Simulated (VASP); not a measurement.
Output of a VASP run:

File OUTCAR:
```
 ion  position               nearest neighbor table
   1  0.667  0.333  0.500-   4 2.39   4 2.39   4 2.39   3 2.39
   2  0.333  0.667  0.000-   3 2.39   3 2.39   3 2.39   4 2.39
   3  0.667  0.333  0.875-   2 2.39   2 2.39   2 2.39   1 2.39
   4  0.333  0.667  0.375-   1 2.39   1 2.39   1 2.39   2 2.39
  LATTYP: Found a hexagonal cell.
 ALAT       =     3.8963996680
 C/A-ratio  =     1.6387435951
 Subroutine PRICEL returns:
 Original cell was already a primitive cell.
 Subroutine GETGRP returns: Found 12 space group operations
The static configuration has the point symmetry C_3v.
 The point group associated with its full space group is C_6v.
The dynamic configuration has the point symmetry C_3v.
 Subroutine INISYM returns: Found 12 space group operations
 Subroutine IBZKPT returns following result:
 Found     14 irreducible k-points:

 Following reciprocal coordinates:
            Coordinates               Weight
  0.000000  0.000000  0.000000      1.000000
  0.166667  0.000000  0.000000      6.000000
  0.333333  0.000000  0.000000      6.000000
  0.500000  0.000000  0.000000      3.000000
  0.166667  0.166667  0.000000      6.000000
  0.333333  0.166667  0.000000     12.000000
  0.333333  0.333333  0.000000      2.000000
  0.000000  0.000000  0.333333      2.000000
  0.166667  0.000000  0.333333     12.000000
  0.333333  0.000000  0.333333     12.000000
  0.500000  0.000000  0.333333      6.000000
  0.166667  0.166667  0.333333     12.000000
  0.333333  0.166667  0.333333     24.000000
  0.333333  0.333333  0.333333      4.000000
   k-points           NKPTS =     14   k-points in BZ     NKDIM =     14   number of bands    NBANDS=     22
   number of dos      NEDOS =    301   number of ions     NIONS =      4
   total plane-waves  NPLWV =  32928
   dimension x,y,z NGX =    28 NGY =   28 NGZ =   42
   dimension x,y,z NGXF=    56 NGYF=   56 NGZF=   84
   ions per type =               2   2
   PREC   = accura    normal or accurate (medium, high low for compatibility)
   ISTART =      0    job   : 0-new  1-cont  2-samecut
   ICHARG =      2    charge: 1-file 2-atom 10-const
   ISPIN  =      1    spin polarized calculation?
   LNONCOLLINEAR =      F non collinear calculations
   LSORBIT =      F    spin-orbit coupling
   INIWAV =      1    electr: 0-lowe 1-rand  2-diag
   ENCUT  =  400.0 eV  29.40 Ry    5.42 a.u.   6.35  6.35 10.41*2*pi/ulx,y,z
   NELM   =    100;   NELMIN=  2; NELMDL= -5     # of ELM steps
   EDIFF  = 0.1E-05   stopping-criterion for ELM
   LREAL  =      F    real-space projection
   NLSPLINE    = F    spline interpolate recip. space projectors
   LMAXMIX     =    4 max onsite mixed and CHGCAR
   VOSKOWN=      0    Vosko Wilk Nusair interpolation
   EDIFFG = 0.1E-04   stopping-criterion for IOM
   NSW    =      0    number of steps for IOM
   NBLOCK =      1;   KBLOCK =      1    inner block; outer block
   IBRION =     -1    ionic relax: 0-MD 1-quasi-New 2-CG
   NFREE  =      0    steps in history (QN), initial steepest desc. (CG)
   ISIF   =      2    stress and relaxation
   ISYM   =      2    0-nonsym 1-usesym 2-fastsym
   TEIN   =    0.0    initial temperature
   TEBEG  =    0.0;   TEEND  =   0.0 temperature during run
   SMASS  =  -3.00    Nose mass-parameter (am)
   PSTRESS=    0.0 pullay stress
   NELECT =      36.0000    total number of electrons
   EFERMI =   0.00;   METHOD = LEGACY
   ISMEAR =     0;   SIGMA  =   0.05  broadening in eV -4-tet -1-fermi 0-gaus
   IALGO  =     38    algorithm
   LDIAG  =      T    sub-space diagonalisation (order eigenvalues)
   IMIX   =      4    mixing-type and parameters
     AMIX     =   0.05;   BMIX     =  0.00
     AMIX_MAG =   0.20;   BMIX_MAG =  0.00
     AMIN     =   0.05
   GGA     = PE    functional components
   VOSKOWN =     0    Vosko Wilk Nusair interpolation
   LHFCALC =     F    Hartree Fock is set to
   LHFONE  =     F    Hartree Fock one center treatment
   AEXX    =    0.0000 exact exchange contribution
   IVDW    =     0    specifies the selected vdW correction
...
```

### OSZICAR
```
       N       E                     dE             d eps       ncg     rms          rms(c)
DAV:   1     0.204706372437E+03    0.20471E+03   -0.15256E+04   616   0.161E+03
DAV:   2     0.394711914290E+01   -0.20076E+03   -0.19522E+03   658   0.328E+02
DAV:   3    -0.141456564422E+02   -0.18093E+02   -0.18024E+02   736   0.104E+02
DAV:   4    -0.145172308954E+02   -0.37157E+00   -0.37133E+00   724   0.160E+01
DAV:   5    -0.145245485584E+02   -0.73177E-02   -0.73173E-02   750   0.214E+00    0.896E+00
DAV:   6    -0.143218045234E+02    0.20274E+00   -0.42934E-02  1006   0.603E+00    0.865E+00
DAV:   7    -0.136174009960E+02    0.70440E+00   -0.39038E+00   924   0.539E+01    0.699E+00
DAV:   8    -0.138125063388E+02   -0.19511E+00   -0.16726E+00   700   0.738E+00    0.820E+00
DAV:   9    -0.143637270960E+02   -0.55122E+00   -0.12258E+00   806   0.909E+00    0.425E+00
DAV:  10    -0.138066737434E+02    0.55705E+00   -0.99501E-01   818   0.190E+01    0.309E+00
DAV:  11    -0.138087488067E+02   -0.20751E-02   -0.72645E-02   682   0.169E+00    0.266E+00
DAV:  12    -0.137699911790E+02    0.38758E-01   -0.19055E-02   730   0.821E-01    0.164E+00
DAV:  13    -0.136804082217E+02    0.89583E-01   -0.13453E-01   912   0.491E+00    0.813E-01
DAV:  14    -0.136796562187E+02    0.75200E-03   -0.22133E-02   712   0.969E-01    0.717E-01
DAV:  15    -0.136831858919E+02   -0.35297E-02   -0.86582E-04   898   0.408E-01    0.769E-01
DAV:  16    -0.136709258679E+02    0.12260E-01   -0.10564E-02   848   0.965E-01    0.516E-01
DAV:  17    -0.136632841385E+02    0.76417E-02   -0.34357E-02   828   0.230E+00    0.291E-01
DAV:  18    -0.136642146776E+02   -0.93054E-03   -0.81915E-03   750   0.576E-01    0.390E-01
DAV:  19    -0.136648947831E+02   -0.68011E-03   -0.80666E-04   876   0.313E-01    0.425E-01
DAV:  20    -0.136648434293E+02    0.51354E-04   -0.18667E-04   742   0.130E-01    0.418E-01
DAV:  21    -0.136646518126E+02    0.19162E-03   -0.10185E-04   774   0.920E-02    0.290E-01
DAV:  22    -0.136643267075E+02    0.32511E-03   -0.18929E-04   912   0.223E-01    0.223E-01
DAV:  23    -0.136642340806E+02    0.92627E-04   -0.69187E-05   862   0.667E-02    0.200E-01
DAV:  24    -0.136641831322E+02    0.50948E-04   -0.15098E-05   948   0.431E-02    0.180E-01
DAV:  25    -0.136639876062E+02    0.19553E-03   -0.23976E-04   874   0.178E-01    0.111E-01
DAV:  26    -0.136639779459E+02    0.96603E-05   -0.46328E-05   732   0.436E-02    0.937E-02
DAV:  27    -0.136639788578E+02   -0.91189E-06   -0.10953E-06   404   0.936E-03
   1 F= -.13663979E+02 E0= -.13663979E+02  d E =-.314302E-11
```

### OUTCAR
```
------------------------ aborting loop because EDIFF is reached ----------------------------------------
  FORCE on cell =-STRESS in cart. coord.  units (eV):
  Direction    XX          YY          ZZ          XY          YZ          ZX
  --------------------------------------------------------------------------------------
  Total       -1.4770509     -1.4770505     -1.5007332      0.0000000      0.0000000      0.0000000
  in kB      -28.1886238    -28.1886174    -28.6405874      0.0000000      0.0000000      0.0000000
  external PRESSURE =     -28.3392762 kB  Pullay stress =       0.0000000 kB
  volume of cell :       83.95
      direct lattice vectors                 reciprocal lattice vectors
     1.948200000 -3.374381000  0.000000000     0.256647161 -0.148175325  0.000000000
     1.948200000  3.374381000  0.000000000     0.256647161  0.148175325  0.000000000
     0.000000000  0.000000000  6.385200000     0.000000000  0.000000000  0.156612166
  FREE ENERGIE OF THE ION-ELECTRON SYSTEM (eV)
  ---------------------------------------------------
  free  energy   TOTEN  =       -13.6639788578 eV

  energy  without entropy=      -13.6639788578  energy(sigma->0) =      -13.66397886
```
(Selected blocks of OUTCAR.)

**POSCAR**
```
ZnS
1
    1.9482000000    -3.3743810000     0.0000000000
    1.9482000000     3.3743810000     0.0000000000
    0.0000000000     0.0000000000     6.3852000000
Zn S
2 2
Direct
  0.6666670000   0.3333330000   0.5000000000
  0.3333330000   0.6666670000   0.0000000000
  0.6666670000   0.3333330000   0.8750000000
  0.3333330000   0.6666670000   0.3750000000
```

Question: Write an INCAR and KPOINTS that could have produced this output.

Answer: This is not unique; one that fits is the input of the run itself, PBE GGA, plane waves, VASP's PBE PAW potentials (set 64).

**INCAR**
```
SYSTEM = ZnS
PREC = Accurate; ENCUT = 400; LREAL = F
LASPH = T
EDIFF = 1E-6; NELM = 100; ALGO = Normal
IMIX = 4; AMIX = 0.05; BMIX = 0.0001
LMAXMIX = 4
ISMEAR = 0; SIGMA = 0.05
GGA = PE
ISIF = 2
LWAVE = F; LCHARG = F
```

### KPOINTS
```
Automatic mesh
0
Gamma
6 6 3
0 0 0
```

POTCAR, in this order: Zn S (PBE.64 set). Program: vasp_std.

The compound is ZnS in the wurtzite structure, the high-temperature form. The cell was not relaxed at this level. The run is one of a series of settings (AMIX = 0.05, BMIX = 0.0001, IMIX = 4 against the base run), some of them coarse on purpose.
